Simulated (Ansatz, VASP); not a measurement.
# Ti2S (Ti2S (Pnnm)): VASP beside Ansatz, part 2 of 2

Wanted: the spread between two codes on one cell, functional and k mesh. Of the first pair: The structure shown is the start of the Ansatz relaxation below; VASP solves that cell, so the two are compared at the walk's first step.

VASP 6.6.1 and Ansatz 0.2.0.

So far. Step 3 (VASP: single point, PBEsol, start cell, pair 1): The run ends at a pressure of -5.32 GPa, with forces up to 0.12 eV/Å.

### Step 4. Comparison

Known differences besides the potentials themselves: the cutoff is 420 eV in Ansatz and 400 eV in VASP (PREC = Accurate, projectors in real space); Ansatz makes its cores anew for this functional, VASP keeps those of its PBE data sets. Total energies have different zeros and are not compared.

Forces on 8 of the 36 atoms, those with the largest forces and the largest differences (eV/Å; atoms numbered as in POSCAR):

```tsv
atom	Ansatz x, y, z	VASP x, y, z
Ti1	0.085, -0.102, 0.000	0.076, -0.098, 0.000
Ti2	-0.060, 0.099, 0.000	-0.040, 0.077, 0.000
Ti5	-0.085, -0.102, 0.000	-0.076, -0.098, 0.000
Ti6	0.060, -0.099, 0.000	0.040, -0.077, 0.000
Ti8	0.085, 0.102, 0.000	0.076, 0.098, 0.000
Ti21	-0.085, 0.102, 0.000	-0.076, 0.098, 0.000
Ti22	-0.060, -0.099, 0.000	-0.040, -0.077, 0.000
Ti24	0.060, 0.099, 0.000	0.040, 0.077, 0.000
```

The forces differ by 9.3 meV/Å r.m.s., which is 23.2 % of the r.m.s. force of 0.040 eV/Å (both taken over all components).

### Step 5. Ansatz: relaxation, PBEsol

This run makes the geometry at which the two programs are then compared. The cell compared in this pair holds 510.08 Å³, against 527.41 Å³ for the pair before.

The structure compared here is the end of the Ansatz relaxation.

File input.yaml:

```yaml
crystal:
  lattice:
    - [11.3512126, 0.0, 0.0]
    - [0.0, 14.0021436, 0.0]
    - [0.0, 0.0, 3.3182933]
  atoms:
    - { symbol: Ti, position: [0.41065187, 0.75689138, 0.5] }
    - { symbol: Ti, position: [0.38173, 0.07759981, 0.5] }
    - { symbol: Ti, position: [0.8112388, 0.20831072, 0.0] }
    - { symbol: Ti, position: [0.47043329, 0.3896879, 0.0] }
    - { symbol: Ti, position: [0.08934813, 0.25689138, 0.0] }
    - { symbol: Ti, position: [0.61827, 0.92240019, 0.5] }
    - { symbol: Ti, position: [0.58969773, 0.07905441, 0.0] }
    - { symbol: Ti, position: [0.91065187, 0.74310862, 0.0] }
    - { symbol: Ti, position: [0.91030227, 0.57905441, 0.5] }
    - { symbol: Ti, position: [0.84712825, 0.97982699, 0.0] }
    - { symbol: Ti, position: [0.3112388, 0.29168928, 0.5] }
    - { symbol: Ti, position: [0.08969773, 0.42094559, 0.5] }
    - { symbol: Ti, position: [0.02956671, 0.8896879, 0.5] }
    - { symbol: Ti, position: [0.97043329, 0.1103121, 0.5] }
    - { symbol: Ti, position: [0.1887612, 0.79168928, 0.0] }
    - { symbol: Ti, position: [0.65287175, 0.47982699, 0.5] }
    - { symbol: Ti, position: [0.6887612, 0.70831072, 0.5] }
    - { symbol: Ti, position: [0.34712825, 0.52017301, 0.5] }
    - { symbol: Ti, position: [0.41030227, 0.92094559, 0.0] }
    - { symbol: Ti, position: [0.52956671, 0.6103121, 0.0] }
    - { symbol: Ti, position: [0.58934813, 0.24310862, 0.5] }
    - { symbol: Ti, position: [0.88173, 0.42240019, 0.0] }
    - { symbol: Ti, position: [0.15287175, 0.02017301, 0.0] }
    - { symbol: Ti, position: [0.11827, 0.57759981, 0.0] }
    - { symbol: S, position: [0.56567423, 0.79393508, 0.0] }
    - { symbol: S, position: [0.06567423, 0.70606492, 0.5] }
    - { symbol: S, position: [0.43432577, 0.20606492, 0.0] }
    - { symbol: S, position: [0.75374632, 0.58882291, 0.0] }
    - { symbol: S, position: [0.81370875, 0.85053182, 0.5] }
    - { symbol: S, position: [0.93432577, 0.29393508, 0.5] }
    - { symbol: S, position: [0.18629125, 0.14946818, 0.5] }
    - { symbol: S, position: [0.74625368, 0.08882291, 0.5] }
    - { symbol: S, position: [0.31370875, 0.64946818, 0.0] }
    - { symbol: S, position: [0.25374632, 0.91117709, 0.5] }
    - { symbol: S, position: [0.68629125, 0.35053182, 0.0] }
    - { symbol: S, position: [0.24625368, 0.41117709, 0.0] }
basis:
  ecutwfc: 420
  xc_grid: 2
hamiltonian:
  xc: pbesol
kpoints:
  mp_grid: { grid: [4, 3, 12] }
scf:
  occupations: { method: fermi_dirac, width: 0.05 }
  max_iter: 150
output:
  forces: true
  stress: true
relax:
  f_tol: 0.01
  max_steps: 60
  cell: {}
checkpoint:
  write: "../pbesol.run"
  compress: false
  write_wavefunctions: false
  write_every: 100000
```

Started as:

```console
$ ansatz run input.yaml --threads 4 --pin off --max-ram 6594MiB --backend cpu --events-out ev --progress --plain --runs-dir out
```

Numbers of over 12 decimals in the logs are rounded to 6 here.

The program printed:

```text
[...]
Crystal: 36 atoms, lattice volume = 527.414 Å³
Basis set: ecut = 420 eV, 10357 PW (Γ), exchange–correlation on 160×192×48 points (8 copies of the dense FFT grid, shifted against one another)
Bands: 216, of which v1, the nominal top of the filled ones, is band 180 counted from 1 (179 counted from 0)
Symmetry: 8 space group operations
[...]
k-points: 42 of 144
[...]
- { symbol: S, position: [0.815055, 0.850373, 0.500000] }
    - { symbol: S, position: [0.932517, 0.294231, 0.500000] }
    - { symbol: S, position: [0.184945, 0.149627, 0.500000] }
    - { symbol: S, position: [0.744964, 0.088517, 0.500000] }
    - { symbol: S, position: [0.315055, 0.649627, 0.0] }
    - { symbol: S, position: [0.255036, 0.911483, 0.500000] }
    - { symbol: S, position: [0.684945, 0.350373, 0.0] }
    - { symbol: S, position: [0.244964, 0.411483, 0.0] }
[key lines of the parts left out:]
SCF converged after 8 iterations
Free energy (F): -70036.920383 eV
Fermi energy:    15.203906 eV
P = ⅓ Tr σ = 0.0002 GPa (0.002 kbar)
```

### Step 6. VASP: single point, PBEsol, relaxed cell, pair 2

The same cell, functional, mesh and smearing now go to VASP, with its own data sets.

File INCAR:

```
SYSTEM = Ti2S
PREC = Accurate
ENCUT = 500
EDIFF = 1E-06
NELM = 120
ISMEAR = -1
SIGMA = 0.05
LREAL = Auto
ALGO = Normal
GGA = PS
NBANDS = 208
LASPH = .TRUE.
LORBIT = 11
LWAVE = .FALSE.
LCHARG = .FALSE.
ISIF = 2
GGA_COMPAT = .FALSE.
KPAR = 4
```

File POSCAR:

```
Ti2S
1.0
   11.2219491666      0.0000000000      0.0000000000
    0.0000000000     13.8398696298      0.0000000000
    0.0000000000      0.0000000000      3.2842722084
Ti S
24 12
Direct
    0.4129250530      0.7560829574      0.5000000000
    0.3802881864      0.0778100934      0.5000000000
    0.8098203060      0.2084279376      0.0000000000
    0.4694681781      0.3895346589      0.0000000000
    0.0870749470      0.2560829574      0.0000000000
    0.6197118136      0.9221899066      0.5000000000
    0.5885777443      0.0790339064      0.0000000000
    0.9129250530      0.7439170426      0.0000000000
    0.9114222557      0.5790339064      0.5000000000
    0.8460684373      0.9798463612      0.0000000000
    0.3098203060      0.2915720624      0.5000000000
    0.0885777443      0.4209660936      0.5000000000
    0.0305318219      0.8895346589      0.5000000000
    0.9694681781      0.1104653411      0.5000000000
    0.1901796940      0.7915720624      0.0000000000
    0.6539315627      0.4798463612      0.5000000000
    0.6901796940      0.7084279376      0.5000000000
    0.3460684373      0.5201536388      0.5000000000
    0.4114222557      0.9209660936      0.0000000000
    0.5305318219      0.6104653411      0.0000000000
    0.5870749470      0.2439170426      0.5000000000
    0.8802881864      0.4221899066      0.0000000000
    0.1539315627      0.0201536388      0.0000000000
    0.1197118136      0.5778100934      0.0000000000
    0.5674834213      0.7942314702      0.0000000000
    0.0674834213      0.7057685298      0.5000000000
    0.4325165787      0.2057685298      0.0000000000
    0.7550359124      0.5885167971      0.0000000000
    0.8150551898      0.8503729596      0.5000000000
    0.9325165787      0.2942314702      0.5000000000
    0.1849448102      0.1496270404      0.5000000000
    0.7449640876      0.0885167971      0.5000000000
    0.3150551898      0.6496270404      0.0000000000
    0.2550359124      0.9114832029      0.5000000000
    0.6849448102      0.3503729596      0.0000000000
    0.2449640876      0.4114832029      0.0000000000
```

File KPOINTS:

```
Automatic mesh
0
Gamma
4 3 12
0 0 0
```

The projector-augmented-wave data sets are Ti_sv and S (PBE family, release 64).

Started as:

```console
$ mpirun -np 4 vasp_std
```

The program printed:

```text
[banner, memory and clock lines left out]
running    4 mpi-ranks, on    1 nodes
[...]
[... a notice as in an earlier step ...]

 LDA part: xc-table for (Slater+PW92), standard interpolation
 POSCAR, INCAR and KPOINTS ok, starting setup
[...]
entering main loop
       N       E                     dE             d eps       ncg     rms          rms(c)
DAV:   1     0.565996232629E+04    0.56600E+04   -0.16511E+05 17704   0.207E+03
DAV:   2     0.688622190268E+03   -0.49713E+04   -0.48770E+04 17472   0.678E+02
DAV:   3    -0.185904853162E+03   -0.87453E+03   -0.84550E+03 24496   0.239E+02
DAV:   4    -0.314419539259E+03   -0.12851E+03   -0.12633E+03 25344   0.794E+01
[...]
DAV:  19    -0.296956354705E+03   -0.94791E-05   -0.59480E-05 25104   0.282E-02    0.126E-02
DAV:  20    -0.296956356524E+03   -0.18186E-05   -0.95624E-06 21456   0.129E-02    0.499E-03
DAV:  21    -0.296956357130E+03   -0.60570E-06   -0.11294E-06 11728   0.481E-03
   1 F= -.29695636E+03 E0= -.29685871E+03  d E =-.195288E+00
```

From OUTCAR (step 6):

```text
  Total        0.5531106      0.4925715      0.5257422     -0.0000000      0.0000000      0.0000000
  in kB        1.7373333      1.5471785      1.6513683     -0.0000000      0.0000000      0.0000000
  external PRESSURE =       1.6452934 kB  Pullay stress =       0.0000000 kB

 POSITION                                       TOTAL-FORCE (eV/Angst)
 -----------------------------------------------------------------------------------
      4.63382     10.46409      1.64214        -0.029145      0.009774      0.000000
      4.26757      1.07688      1.64214         0.046143     -0.004226      0.000000
      9.08776      2.88462      0.00000         0.007922     -0.023668     -0.000000
      5.26835      5.39111      0.00000         0.003467      0.007295     -0.000000
      0.97715      3.54415      0.00000         0.029145      0.009774      0.000000
      6.95437     12.76299      1.64214        -0.046143      0.004226      0.000000
      6.60499      1.09382      0.00000        -0.003895     -0.020854      0.000000
     10.24480     10.29571      0.00000        -0.029145     -0.009774      0.000000
     10.22793      8.01375      1.64214         0.003895     -0.020854     -0.000000
      9.49454     13.56095      0.00000         0.024205      0.035701     -0.000000
      3.47679      4.03532      1.64214         0.007922      0.023668     -0.000000
      0.99401      5.82612      1.64214        -0.003895      0.020854      0.000000
      0.34263     12.31104      1.64214        -0.003467      0.007295      0.000000
     10.87932      1.52883      1.64214         0.003467     -0.007295     -0.000000
[...]
-----------------------------------------------------------------------------------
    total drift:                                0.000000      0.000000     -0.000000

  FREE ENERGIE OF THE ION-ELECTRON SYSTEM (eV)
  ---------------------------------------------------
  free  energy   TOTEN  =      -296.9563571298 eV

  energy  without entropy=     -296.7610689119  energy(sigma->0) =     -296.85871302

[... 1 part as in an earlier step ...]

[... 2 further parts left out ...]
[key lines of the parts left out:]
E-fermi :  10.5479
```

The run ends at a pressure of 0.16 GPa, with forces up to 0.046 eV/Å.

### Step 7. Side by side

What differs besides the data sets and the points named for the pairs above, as far as they apply: the cutoff is 420 eV in Ansatz and 500 eV in VASP (PREC = Accurate, projectors in real space); Ansatz's pressure holds a Pulay correction, VASP's none. Total energies have different zeros and are not compared.

Both answers:

```tsv
quantity	Ansatz	VASP	difference
pressure (GPa)	0.00	0.16	-0.16
```

At this near-relaxed geometry the largest component of a force difference is 46 meV/Å.

### Step 8. What came out

| Quantity | Value |
| --- | --- |
| r.m.s. force difference (single point, PBEsol, start cell, pair 1) | 9.3 meV/Å |
| r.m.s. force difference (single point, PBEsol, relaxed cell, pair 2) | 15 meV/Å |

What this shows: The r.m.s. force difference is 15 meV/Å (single point, PBEsol, relaxed cell, pair 2), beyond the 12 meV/Å picked in this series as the mark of a large difference. What causes the difference of the single point, PBEsol, relaxed cell, pair 2 pair stays open here. Such differences can come from data sets, numerical settings and the points named under the comparisons, not from the functional's error against experiment.

[Lines on the potential files, build, host, timing and source positions are cut from VASP's logs without a mark.]

[Logs are printed without paths, hosts, clocks, repeated set-up lines and the standing remarks that a program may print on its own settings, such as how far it seeks lower states.]

[Hosts, paths, dates, database ids (printed as entryN), source tags and the programs' standing remarks are cut or masked in the printed files.]
